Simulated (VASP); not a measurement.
Hf2ZrGe3:

```
Zr Hf Ge
1.0
     6.01769    0.00000    0.00000
    -3.00884    5.21147    0.00000
     0.00000    0.00000    3.48682
Zr Hf Ge
1 2 3
Direct
  0.00000 0.00000 0.50000
  0.66667 0.33333 0.50000
  0.33333 0.66667 0.50000
  0.00000 0.50000 0.00000
  0.50000 0.50000 0.00000
  0.50000 0.00000 0.00000
```

The cell was built by a generator and needn't be a form met in nature.

```yaml
Program: VASP 6.6.1
Task: relaxation of cell and atoms
Functional: PBE
Potentials_or_basis: VASP PAW PBE potentials, release 64 (Zr_sv, Hf_pv, Ge_d)
Cutoff: 520 eV
k_mesh: 4 × 4 × 5
Occupations: gaussian, width 0.15 eV
Spin: no spin polarisation
```

At the start: pressure 28.6 GPa; volume 18.23 Å³/atom.

Task: How do energy, volume and symmetry change on relaxing?

Result: Over 11 steps the energy falls by 567.1 meV/atom and the volume is 20.26 Å³/atom (+11.1 %); space group P6/mmm (No. 191, to 0.05 Å).

Step by step:
```tsv
step	energy change (eV)	largest force (eV/Å)	pressure (GPa)	volume (Å³)
1	0.0000	0.0000	28.60	109.35
2	-0.1095	0.0000	-15.67	168.24
3	-2.2478	0.0000	-3.29	134.61
4	-2.2590	0.0000	-2.40	133.74
5	-2.6951	0.0000	-2.23	130.24
6	-3.3528	0.0000	2.75	117.82
7	-3.3730	0.0000	1.29	120.73
8	-3.3845	0.0000	2.24	119.32
9	-3.3442	0.0000	-3.14	124.86
10	-3.4010	0.0000	0.57	121.23
11	-3.4024	0.0000	0.01	121.53
```

Final structure:
```cif
data_structure
_symmetry_space_group_name_H-M 'P 1'
_symmetry_Int_Tables_number 1
_cell_length_a 5.5796
_cell_length_b 5.5796
_cell_length_c 4.5078
_cell_angle_alpha 90.000
_cell_angle_beta 90.000
_cell_angle_gamma 120.000
_cell_volume 121.53
loop_
_atom_site_label
_atom_site_type_symbol
_atom_site_fract_x
_atom_site_fract_y
_atom_site_fract_z
_atom_site_occupancy
Zr1 Zr 0.00000 0.00000 0.50000 1
Hf1 Hf 0.66667 0.33333 0.50000 1
Hf2 Hf 0.33333 0.66667 0.50000 1
Ge1 Ge 0.00000 0.50000 0.00000 1
Ge2 Ge 0.50000 0.50000 0.00000 1
Ge3 Ge 0.50000 0.00000 0.00000 1
```

Caveat: the k mesh is coarse (spacing up to 0.36 Å⁻¹), so the values aren't converged.
